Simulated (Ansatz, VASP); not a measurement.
# Re (Re(10-10)) in two plane-wave programs, part 2 of 2

Aim: how closely do two programs agree when they are given the same cell, functional and k mesh?

VASP 6.6.1 and Ansatz 0.2.0.

So far: Set-up; Ansatz: single point, PBEsol.

## (3) VASP: single point, PBEsol

Level of this step: PBEsol; plane waves and PAW (Re) (VASP).

The same cell, functional, mesh and smearing now go to VASP, with its own data sets and cutoff.

Lines of VASP's logs that name or quote its potential files are left out, and so is its time.

INCAR

```
SYSTEM = Re
PREC = Normal
ENCUT = 320
EDIFF = 1E-06
NELM = 120
ISMEAR = 1
SIGMA = 0.15
LREAL = .FALSE.
ALGO = Fast
GGA = PS
NBANDS = 54
LASPH = .TRUE.
LORBIT = 11
LWAVE = .FALSE.
LCHARG = .TRUE.
KPAR = 4
IDIPOL = 3
LDIPOL = .TRUE.
DIPOL = 0.5 0.5 0.5
LVHAR = .TRUE.
LVACPOTAV = .TRUE.
NEDOS = 1500
```

POSCAR

```
Re
1.0
    2.7508847553      0.0000000000      0.0000000000
    0.0000000000      4.4429597591      0.0000000000
    0.0000000000      0.0000000000     27.7057924319
Re
12
Direct
    0.0000000000      0.0000000000      0.2750829069
    0.5000000000      0.0000000000      0.3565069613
    0.5000000000      0.5000000000      0.2987462830
    0.0000000000      0.0000000000      0.4427645268
    0.0000000000      0.5000000000      0.3844292105
    0.5000000000      0.0000000000      0.5290459741
    0.5000000000      0.5000000000      0.4709540259
    0.0000000000      0.0000000000      0.6155707895
    0.0000000000      0.5000000000      0.5572354732
    0.5000000000      0.0000000000      0.7012537170
    0.5000000000      0.5000000000      0.6434930387
    0.0000000000      0.5000000000      0.7249170931
```

KPOINTS

```
Automatic mesh
0
Gamma
11 7 1
0 0 0
```

The projector-augmented-wave data sets are Re (PBE family, release 64).

Command:

```sh
$ mpirun -np 4 vasp_std
```

Numbers of over 12 decimals in the logs are rounded to 6 here.

The log of the run:

```text
[banner, memory and clock lines left out]
running    4 mpi-ranks, on    1 nodes
 distrk:  each k-point on    1 cores,    4 groups
 distr:  one band on    1 cores,    1 groups

 POSCAR found type information on POSCAR Re
 POSCAR found :  1 types and      12 ions
|                                                                             |
|               ----> ADVICE to this user running VASP <----                  |
|                                                                             |
|     You enforced a specific xc type in the INCAR file but a different       |
|     [... a line on the potential file left out ...]
|     I HOPE YOU KNOW WHAT YOU ARE DOING!                                     |
|                                                                             |

 LDA part: xc-table for (Slater+PW92), standard interpolation
 POSCAR, INCAR and KPOINTS ok, starting setup
 FFT: planning ... GRIDC
 FFT: planning ... GRID_SOFT
 FFT: planning ... GRID
 WAVECAR not read
 entering main loop
       N       E                     dE             d eps       ncg     rms          rms(c)
DAV:   1     0.924611304299E+03    0.92461E+03   -0.22692E+04  4104   0.136E+03
DAV:   2     0.360722283760E+02   -0.88854E+03   -0.80795E+03  4304   0.155E+03
DAV:   3    -0.134595557343E+03   -0.17067E+03   -0.16068E+03  5082   0.576E+02
DAV:   4    -0.158520201188E+03   -0.23925E+02   -0.21729E+02  4440   0.229E+02
DAV:   5    -0.164397138296E+03   -0.58769E+01   -0.55032E+01  5076   0.601E+01    0.107E+02
RMM:   6    -0.165882447133E+03   -0.14853E+01   -0.15437E+01  3269   0.591E+01    0.451E+01
RMM:   7    -0.345068918383E+03   -0.17919E+03   -0.39763E+02  5180   0.251E+02    0.128E+02
RMM:   8    -0.320519289365E+03    0.24550E+02   -0.24817E+02  5178   0.932E+01    0.570E+01
RMM:   9    -0.158171349688E+03    0.16235E+03   -0.61984E+01  4309   0.110E+02    0.145E+01
RMM:  10    -0.153136256503E+03    0.50351E+01   -0.38690E+01  3863   0.386E+01    0.129E+01
RMM:  11    -0.154526638650E+03   -0.13904E+01   -0.98113E+00  4132   0.227E+01    0.544E+00
RMM:  12    -0.154870364420E+03   -0.34373E+00   -0.79913E+00  5009   0.885E+00    0.486E+00
RMM:  13    -0.155269217527E+03   -0.39885E+00   -0.17325E+00  4926   0.537E+00    0.505E+00
RMM:  14    -0.155316154716E+03   -0.46937E-01   -0.14268E+00  5150   0.311E+00    0.472E+00
[...]
RMM:  48    -0.155322450368E+03   -0.48757E-05   -0.47607E-05  2451   0.540E-02    0.483E-03
RMM:  49    -0.155322453865E+03   -0.34968E-05   -0.34912E-05  2433   0.538E-02    0.725E-03
RMM:  50    -0.155322456924E+03   -0.30590E-05   -0.30708E-05  2402   0.514E-02    0.569E-03
RMM:  51    -0.155322458502E+03   -0.15779E-05   -0.22622E-05  2403   0.511E-02    0.670E-03
RMM:  52    -0.155322460516E+03   -0.20145E-05   -0.20057E-05  2332   0.474E-02    0.380E-03
RMM:  53    -0.155322461967E+03   -0.14508E-05   -0.14466E-05  2308   0.470E-02    0.730E-03
RMM:  54    -0.155322463292E+03   -0.13244E-05   -0.13243E-05  2317   0.459E-02    0.362E-03
RMM:  55    -0.155322464242E+03   -0.95085E-06   -0.95808E-06  2285   0.440E-02
|                                                                             |
|           W    W    AA    RRRRR   N    N  II  N    N   GGGG   !!!           |
|           W    W   A  A   R    R  NN   N  II  NN   N  G    G  !!!           |
|           W    W  A    A  R    R  N N  N  II  N N  N  G       !!!           |
|           W WW W  AAAAAA  RRRRR   N  N N  II  N  N N  G  GGG   !            |
|           WW  WW  A    A  R   R   N   NN  II  N   NN  G    G                |
|           W    W  A    A  R    R  N    N  II  N    N   GGGG   !!!           |
|                                                                             |
|     Did not find any points to average over, which means that no vacuum     |
|     field-free region was found. Please increase the size of  your cell     |
|     in the dimension of the dipole correction to obtain accurate            |
|     workfunction values.                                                    |
|                                                                             |

   1 F= -.15532246E+03 E0= -.15532109E+03  d E =-.412424E-02
```

OUTCAR, selected parts (step 3):

```text
ion  position               nearest neighbor table
   1  0.000  0.000  0.275-   2 2.64   2 2.64   3 2.69   3 2.69   3 2.69   3 2.69
   2  0.500  0.000  0.357-   1 2.64   1 2.64   5 2.72   5 2.72   5 2.72   5 2.72   3 2.74   3 2.74
                             4 2.76   4 2.76
   3  0.500  0.500  0.299-   1 2.69   1 2.69   1 2.69   1 2.69   2 2.74   2 2.74   5 2.74   5 2.74

  LATTYP: Found a simple orthorhombic cell.
 ALAT       =     2.7508847553
 B/A-ratio  =     1.6151021051
 C/A-ratio  =    10.0715932859

 Subroutine GETGRP returns: Found  8 space group operations
 (whereof  4 operations were pure point group operations)

The static configuration has the point symmetry C_2v.
 The point group associated with its full space group is D_2h.

 Found     24 irreducible k-points:

   k-points           NKPTS =     24   k-points in BZ     NKDIM =     24   number of bands    NBANDS=     54

   dimension x,y,z NGX =    12 NGY =   20 NGZ =  126
   dimension x,y,z NGXF=    24 NGYF=   40 NGZF=  252

   ENCUT  =  320.0 eV  23.52 Ry    4.85 a.u.   4.01  6.48 40.41*2*pi/ulx,y,z

   NELECT =      84.0000    total number of electrons

 k-points in reciprocal lattice and weights: Automatic mesh
   0.00000000  0.00000000  0.00000000       0.013
   0.09090909  0.00000000  0.00000000       0.026
   0.18181818  0.00000000  0.00000000       0.026
   0.27272727  0.00000000  0.00000000       0.026
   0.36363636  0.00000000  0.00000000       0.026
   0.45454545  0.00000000  0.00000000       0.026
   0.00000000  0.14285714  0.00000000       0.026
   0.09090909  0.14285714  0.00000000       0.052
   0.18181818  0.14285714  0.00000000       0.052
[...]
0.36363636  0.42857143  0.00000000       0.052
   0.45454545  0.42857143  0.00000000       0.052

 dipolmoment           0.000000      0.000000     -0.000000 electrons x Angstroem

 average (electrostatic) potential at core
       1 -44.9168       2 -45.0414       3 -45.0096       4 -44.8383       5 -44.9121
       6 -44.8298       7 -44.8298       8 -44.9121       9 -44.8383      10 -45.0096
      11 -45.0414      12 -44.9168

 E-fermi :   1.8383

 k-point     1 :       0.0000    0.0000    0.0000
  band No.  band energies     occupation
    ...
     42       1.3724      2.00010
     43       1.4283      2.00077
     44       1.4946      2.00559
     45       1.7699      1.69006
     46       1.7885      1.52878
     47       2.0384     -0.06776
     48       2.0482     -0.06360
     49       2.1449     -0.01382
     50       2.2253     -0.00161
     51       2.5816     -0.00000
    ...

 k-point     2 :       0.0909    0.0000    0.0000
  band No.  band energies     occupation
    ...
     42       1.3740      2.00011
     43       1.4199      2.00058
     44       1.4753      2.00328
     45       1.6866      2.05248
     46       1.8748      0.60162
     47       1.8885      0.46719
     48       1.9560      0.02779
     49       2.0117     -0.06932
     50       2.0908     -0.03858
     51       2.8735     -0.00000
    ...

 k-point     3 :       0.1818    0.0000    0.0000
  band No.  band energies     occupation
    ...
     40       1.3168      2.00001
     41       1.3776      2.00012
     42       1.4250      2.00069
     43       1.4830      2.00409
     44       1.5734      2.03156
     45       1.9013      0.35346
     46       1.9248      0.18127
     47       1.9522      0.04214
     48       2.2497     -0.00073
     49       2.4071     -0.00000
    ...

  Total       -6.9745243    -11.9315797     -2.2542182      0.0000000      0.0000000      0.0000000
  in kB      -32.9996870    -56.4537996    -10.6657446      0.0000000      0.0000000      0.0000000
  external PRESSURE =     -33.3730771 kB  Pullay stress =       0.0000000 kB

  energy-cutoff  :      320.00
  volume of cell :      338.62
      direct lattice vectors                 reciprocal lattice vectors
     2.750884755  0.000000000  0.000000000     0.363519409  0.000000000  0.000000000
     0.000000000  4.442959759  0.000000000     0.000000000  0.225075187  0.000000000
     0.000000000  0.000000000 27.705792432     0.000000000  0.000000000  0.036093535

 POSITION                                       TOTAL-FORCE (eV/Angst)
 -----------------------------------------------------------------------------------
      0.00000      0.00000      7.62139         0.000000      0.000000      0.017144
      1.37544      0.00000      9.87731         0.000000      0.000000      0.012229
      1.37544      2.22148      8.27700         0.000000      0.000000      0.039429
      0.00000      0.00000     12.26714         0.000000      0.000000      0.007369
      0.00000      2.22148     10.65092         0.000000      0.000000      0.016184
      1.37544      0.00000     14.65764         0.000000      0.000000     -0.009601
      1.37544      2.22148     13.04815         0.000000      0.000000      0.009601
      0.00000      0.00000     17.05488         0.000000      0.000000     -0.016184
      0.00000      2.22148     15.43865         0.000000      0.000000     -0.007369
      1.37544      0.00000     19.42879         0.000000      0.000000     -0.039429
      1.37544      2.22148     17.82848         0.000000      0.000000     -0.012229
      0.00000      2.22148     20.08440         0.000000      0.000000     -0.017144
 -----------------------------------------------------------------------------------
    total drift:                               -0.000000      0.000000     -0.000000

  FREE ENERGIE OF THE ION-ELECTRON SYSTEM (eV)
  ---------------------------------------------------
  free  energy   TOTEN  =      -155.3224642425 eV

  energy  without entropy=     -155.3183400055  energy(sigma->0) =     -155.32108950

 vacuum level on the upper side and lower side of the slab         6.576         6.576

 total charge
# of ion       s       p       d       tot
------------------------------------------
    1        0.641   0.487   4.864   5.993
    2        0.640   0.707   4.909   6.255
    3        0.637   0.597   4.831   6.064
    4        0.627   0.688   4.878   6.194
    5        0.622   0.689   4.892   6.203
    6        0.628   0.686   4.877   6.191
    7        0.628   0.686   4.877   6.191
    8        0.622   0.689   4.892   6.203
    9        0.627   0.688   4.878   6.194
   10        0.637   0.597   4.831   6.064
   11        0.640   0.707   4.909   6.255
   12        0.641   0.487   4.864   5.993
--------------------------------------------------
tot          7.591   7.708  58.501  73.801

[... 3 further parts left out ...]
```

The PAW data sets were made with PBE, which is usual practice but a small mismatch for other functionals. The data set Re keeps the semicore shell frozen, which is cheaper and a little less accurate.

## (4) Differences

Known differences besides the potentials themselves: the data sets hold 180 valence electrons in Ansatz (default PAW (the set named soft_2) files) and 84 in VASP; the cutoff is 420 eV in Ansatz and 320 eV in VASP (PREC = Normal); Ansatz makes its cores anew for this functional, VASP keeps those of its PBE data sets. Total energies have different zeros and are not compared.

Compared:

| quantity | Ansatz | VASP | difference |
| --- | --- | --- | --- |
| work function, lower of the two faces (eV) | 4.74 | 4.74 | 0.00 |
| work function, higher of the two faces (eV) | 4.74 | 4.74 | 0.00 |

At this near-relaxed geometry the largest component of a force difference is 55 meV/Å. VASP's log warns that it found no field-free region in the vacuum, so its work functions are uncertain.

## (5) What the set-up changes

Further runs change the set-up of one program: Ansatz's method, potentials or start, or VASP's data sets, cutoff or form of LDA. The table gives Ansatz less VASP for each quantity, since a change that brings one quantity closer may part another.

| run | r.m.s. force difference (meV/Å) | work function, lower of the two faces (eV) | work function, higher of the two faces (eV) |
| --- | --- | --- | --- |
| as above | 16 | -0.0026 | -0.0023 |
| cores kept as stored | 17 | -0.0028 | -0.0026 |
| norm-conserving potentials (cutoff 980 eV) | 16 | 8.1e-4 | 8.6e-4 |

## (6) Outcome

```
r.m.s. force difference (single point, PBEsol) : 16 meV/Å
```

**Reading.** The r.m.s. force difference is 16 meV/Å (single point, PBEsol), beyond the 12 meV/Å picked in this series as the mark of a large difference. Single point, PBEsol, norm-conserving potentials (cutoff 980 eV): the difference in work function, lower of the two faces goes from -0.0026 to 8.1e-4 eV; the difference in work function, higher of the two faces goes from -0.0023 to 8.6e-4 eV. 1 further run of this series is not shown here. How closely two codes agree says nothing of how well the functional describes the real material.

[Lines on the potential files, build, host, timing and source positions are cut from VASP's logs without a mark.]

[Logs are printed without paths, hosts, clocks, repeated set-up lines and the standing remarks that a program may print on its own settings, such as how far it seeks lower states.]

[Hosts, paths, dates, database ids (printed as entryN), source tags and the programs' standing remarks are cut or masked in the printed files.]
